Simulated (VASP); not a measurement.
Consider the following.

```yaml
crystal:
  lattice:
    - [-2.11354, 2.11354, 2.11354]
    - [2.11354, -2.11354, 2.11354]
    - [2.11354, 2.11354, -2.11354]
  atoms:
    - { symbol: Na, position: [0.00000, 0.00000, 0.00000] }
```

Method: PBE GGA with D4 dispersion, VASP's PBE PAW potentials (set 64) (plane waves; VASP). Settings: 520 eV cut-off, 12×12×12 Γ-centred mesh, first-order Methfessel-Paxton smearing of 0.10 eV, potentials Na_pv.

Q: The job: Na (bcc), 1 atom, PBE-D4, static run, 520 eV, 12×12×12 Γ-centred mesh. Roughly how much core time does it take on a busy server core?

A: About 20 core-seconds (one run on a shared machine, a rough figure). It had 72 irreducible k-points, 7 bands, up to 1048 plane waves and 10 electronic steps.

The compound is Na in the bcc structure. This cell is one point of a volume scan, at 1.03 of the reference volume.
